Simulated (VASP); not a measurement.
Consider the following.

```xyz
2
Lattice="1.7950 -3.1090 0.0000 1.7950 3.1090 0.0000 0.0000 0.0000 5.6500" Properties=species:S:1:pos:R:3 pbc="T T T"
Dy     1.7950     1.0363     1.4125
Dy     1.7950    -1.0363     4.2375
```

The numbers are results of vdW-DF2, VASP's PBE PAW potentials (set 64) (plane waves; VASP), not measurements. Numerical set-up: 520 eV cut-off, 11×11×6 Γ-centred mesh, first-order Methfessel-Paxton smearing of 0.10 eV, potentials Dy_3.

The 4f electrons are frozen in the core of the lanthanide potential, so 4f levels, which can set the real gap, and their magnetism are missing. Energy and stress use the plane-wave basis of the starting cell.

**Question.** The ions, cell shape and volume are relaxed. What does this cell relax into?

**Answer.** 
```xyz
2
Lattice="1.8365 -3.1809 0.0000 1.8365 3.1809 0.0000 0.0000 0.0000 5.6768" Properties=species:S:1:pos:R:3 pbc="T T T"
Dy     1.8365     1.0603     1.4192
Dy     1.8365    -1.0603     4.2576
```
Space group P6_3/mmc (194), at a tolerance of 0.03 Å.

**Question.** How do energy and volume change from the first to the last step?

**Answer.** The energy (σ→0) changes by -12.2 meV/atom and the volume by +5.2 %, in 7 ionic steps.

The compound is Dy in the hcp structure. This run relaxes it. Symmetry was kept, so distortions that lower it aren't found.
